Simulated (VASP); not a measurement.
Input:

```
Er
1.0
    1.81319    -3.06361     0.00000
    1.81319     3.06361     0.00000
    0.00000     0.00000     5.43818
Er
2
Direct
  0.33333   0.66667   0.25000
  0.69414   0.36080   0.75000
```

All values below come from PBE GGA, VASP's PBE PAW potentials (set 64) (plane waves; VASP 6.6.1). Numerical set-up: 400 eV cut-off, 11×11×6 Γ-centred mesh, second-order Methfessel-Paxton smearing of 0.50 eV, potentials Er_3.

The 4f electrons are frozen in the core of the lanthanide potential, so 4f levels, which can set the real gap, and their magnetism are missing.

Problem. Which forces act on the atoms, in eV/Å?

Solution. 
```json
[
 {"atom": "Er1", "Fx": "0.146", "Fy": "0.034", "Fz": "0.000"},
 {"atom": "Er2", "Fx": "-0.146", "Fy": "-0.034", "Fz": "0.000"}
]
```

Problem. Give the stress tensor in GPa (positive for a compressed cell).

Solution. 
```
-0.39  -0.42   0.00
-0.42   1.26   0.00
 0.00   0.00   2.23
```
The pressure is its mean diagonal, 1.04 GPa.

The compound is Er in the hcp structure. The cell was not relaxed at this level, atoms are displaced from their ideal sites. The run is one of a series of settings (ISMEAR = 2, SIGMA = 0.5 against the base run), some of them coarse on purpose.
